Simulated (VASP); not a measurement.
The system is ZnCuCl6.

```
Cu Cl Zn
1.0
     3.10059    5.37037    0.00000
    -3.10059    5.37037    0.00000
     0.00000   -3.58024    5.61399
Cu Cl Zn
1 6 1
Cartesian
  0.0000 3.5802 2.8070
  -1.1782 1.8868 4.2666
  2.0557 3.4066 4.2666
  -0.8775 5.4473 4.2666
  1.1782 5.2737 1.3474
  -2.0557 3.7539 1.3474
  0.8775 1.7131 1.3474
  0.0000 0.0000 0.0000
```

The cell was built by a generator and needn't be a form met in nature.

Base run:

| Property | Result |
| --- | --- |
| Program | VASP 6.6.1 |
| Functional | PBEsol |
| Dispersion | D3(BJ) |
| Potentials or basis | VASP PAW PBE potentials, release 64 (Cu, Cl, Zn) |
| Cutoff | 520 eV |
| k mesh | 4 × 4 × 4 |
| Occupations | fermi-dirac, width 0.1 eV |
| Spin | no spin polarisation |

Its results: band gap on the k mesh none (metal or under the smearing width); pressure -4.3 GPa; largest force 1.035 eV/Å.

Problem. The run is repeated on the same cell with these changes: dispersion from D3(BJ) to none; further incar settings from ALGO = Normal; EDIFF = 1e-07; NBANDS = 42 to ALGO = Normal; EDIFF = 1e-06; NBANDS = 42. What comes out?

Solution. Band gap on the k mesh none (metal or under the smearing width); pressure -3.1 GPa; largest force 1.033 eV/Å.

Caveats: the PAW data sets were made with another functional, which shifts forces and pressure a little; an odd number of electrons without spin polarisation forces a metal; a magnetic or distorted state may lie lower; the run has no spin polarisation, though such a crystal can be magnetic; semilocal functionals often make such compounds metallic where correlation or magnetic order opens a gap, which also shifts bond lengths; pairwise dispersion overbinds metals, which lowers pressure and volume (some runs).
